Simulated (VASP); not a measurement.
SiC (wurtzite), at 1.04 of the tabulated volume:

```
CSi
1.0
    1.56027    -2.70246     0.00000
    1.56027     2.70246     0.00000
    0.00000     0.00000     5.11646
Si C
2 2
Direct
  0.66667   0.33333   0.50000
  0.33333   0.66667   0.00000
  0.66667   0.33333   0.87500
  0.33333   0.66667   0.37500
```

The lowest empty band near K, direction c, from PBE with spin-orbit coupling in VASP (PAW); its two spin partners are averaged. The gap over the points computed is 2.32 eV, and the next band on that side lies 5.68 eV away at the edge.

Settings: 520 eV cut-off, 9×9×5 Γ-centred mesh, Gaussian smearing of 0.050 eV, potentials Si C.

```csv
distance from the edge in k (1/Å),distance in energy (meV)
0.018,4.7
0.025,9.0
0.035,17.5
0.050,35.6
0.070,69.4
```

### Question
Fit E(1 + αE) = ħ²k²/2m* (ħ²/2m0 = 3.810 eV Å²) and predict the row at 0.095 1/Å.

### Answer
The rows don't resolve α, so a parabola serves: the electron mass is m* = 0.269 m0, and so 128.0 meV. The run gave 126.9 meV, -1.1 meV from the fit.

Left out are points under 3 meV from the edge, since the levels carry 0.1 meV, and points farther than half the way to the next band.

The compound is SiC in the wurtzite structure, the rare 2H polytype. The cell was not relaxed at this level.
